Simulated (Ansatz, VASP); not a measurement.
This is a calculation of CsLiCr2Te2S3 for VASP 6.6.1.

INCAR

```
  ALGO = Normal
  EDIFF = 1E-7
  ENCUT = 520
  GGA = PE
  ISIF = 2
  ISMEAR = -1
  ISPIN = 2
  KPAR = 4
  LASPH = True
  LCHARG = False
  LMAXMIX = 4
  LORBIT = 11
  LREAL = False
  LWAVE = False
  MAGMOM = 0 0 3 3 0 0 0 0 0
  NBANDS = 47
  NELM = 100
  PREC = Accurate
  SIGMA = 0.05
```

Contents of KPOINTS:

```
k-points
0
Gamma
  5 5 4
```

The input POSCAR:

```
CsLiCr2Te2S3
1.0
    3.3986554154     -5.1459192208      0.0077873810
    3.3986554154      5.1459192208      0.0077873810
   -2.8846187416      0.0000000000      7.3810564839
Cs Li Cr Te S
1 1 2 2 3
Direct
    0.0937400000      0.0937400000      0.0085300000
    0.5887500000      0.5887500000      0.5533600000
    0.0564600000      0.4675500000      0.5579000000
    0.4675500000      0.0564600000      0.5579000000
    0.5648600000      0.8735700000      0.2903500000
    0.8735700000      0.5648600000      0.2903500000
    0.8115100000      0.3969700000      0.7334700000
    0.3969700000      0.8115100000      0.7334700000
    0.2140400000      0.2140400000      0.4837100000
```

Potentials or basis: VASP PAW PBE potentials, release 64 (Cs_sv, Li_sv, Cr_pv, Te, S).

Run with:

```sh
$ cat potpaw_PBE.64/Cs_sv/POTCAR potpaw_PBE.64/Li_sv/POTCAR potpaw_PBE.64/Cr_pv/POTCAR potpaw_PBE.64/Te/POTCAR potpaw_PBE.64/S/POTCAR > POTCAR
$ mpirun -np 4 vasp_std > vasp.out
```

Problem. Set up the same calculation for Ansatz 0.2.0. Potentials there: Ansatz PAW.

Solution. As run (the cutoff follows the program's own potentials):

Contents of input.yaml:

```yaml
crystal:
  lattice:
    - [3.3986554154, -5.1459192208, 0.007787381]
    - [3.3986554154, 5.1459192208, 0.007787381]
    - [-2.8846187416, 0.0, 7.3810564839]
  atoms:
    - { symbol: Cs, position: [0.09374, 0.09374, 0.00853] }
    - { symbol: Li, position: [0.58875, 0.58875, 0.55336] }
    - { symbol: Cr, position: [0.05646, 0.46755, 0.5579], spin: 3.0 }
    - { symbol: Cr, position: [0.46755, 0.05646, 0.5579], spin: 3.0 }
    - { symbol: Te, position: [0.56486, 0.87357, 0.29035] }
    - { symbol: Te, position: [0.87357, 0.56486, 0.29035] }
    - { symbol: S, position: [0.81151, 0.39697, 0.73347] }
    - { symbol: S, position: [0.39697, 0.81151, 0.73347] }
    - { symbol: S, position: [0.21404, 0.21404, 0.48371] }
hamiltonian:
  xc: pbe
  pseudopotentials: { kind: paw }
magnetization:
  spin_polarized: true
kpoints:
  mp_grid: { grid: [5, 5, 4] }
scf:
  occupations: { method: fermi_dirac, width: 0.05 }
output:
  forces: true
  stress: true
  eigenvalues: true
```

Potentials or basis: Ansatz PAW.

Launch:

```bash
$ ansatz run input.yaml --threads 8 --pin off --max-ram 20480MiB --backend cpu --events-out ev --progress --plain --runs-dir out
```

Both were run:

|  | VASP | Ansatz | Ansatz less VASP |
| --- | --- | --- | --- |
| gap on the k mesh at the Fermi level (eV) | none | none | - |
| rms of the force components (eV/Å) | 0.069 | 0.069 | -0.0004 |
| net moment per atom (μB) | 0.45 | 0.45 | 0.000 |
| size of the moment on the site where the two differ most (μB) | 2.23 | 1.97 | -0.256 |

Site moments also hang on the region over which each program counts them. Atom by atom the forces differ by 0.003 eV/Å (rms over components). A gap of «none» marks a metal or a gap that the smearing closes. The functional is the same, so the differences come from potentials, cutoffs and numerics. The two sets of potentials don't hold the same shells in valence.

Caveats: only a ferromagnetic start was run, and an antiferromagnetic order may lie lower in energy. The runs have no spin-orbit coupling, so splittings on Cs, Te are missing.
